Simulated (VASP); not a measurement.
```
CELL_PARAMETERS angstrom
      4.27640    -2.25310     0.05006
      4.27640     2.25310     0.05006
      3.04596     0.00000     3.75349
ATOMIC_POSITIONS crystal
  Bi 0.23197 0.23197 0.23197
  Bi 0.76803 0.76803 0.76803
```

Computed with revPBE GGA, VASP's PBE PAW potentials (set 64) (plane waves; VASP 6.6.1). Settings: 520 eV cut-off, 10×10×10 Γ-centred mesh, first-order Methfessel-Paxton smearing of 0.10 eV, potentials Bi_d.

### Question
The ions and cell shape at fixed volume are relaxed. Which structure does the run end with?

### Answer

```
CELL_PARAMETERS angstrom
      4.18258    -2.28256     0.00097
      4.18258     2.28256     0.00097
      2.93605     0.00000     3.75283
ATOMIC_POSITIONS crystal
  Bi 0.23539 0.23539 0.23539
  Bi 0.76461 0.76461 0.76461
```
Space group R-3m (166), at a tolerance of 0.03 Å.

### Question
How much energy does the relaxation gain?

### Answer
The energy (σ→0) changes by -8.0 meV/atom, in 6 ionic steps.

The compound is Bi in the a7 structure. This cell is one point of a volume scan, at 0.94 of the reference volume. Symmetry was kept, so distortions that lower it aren't found.
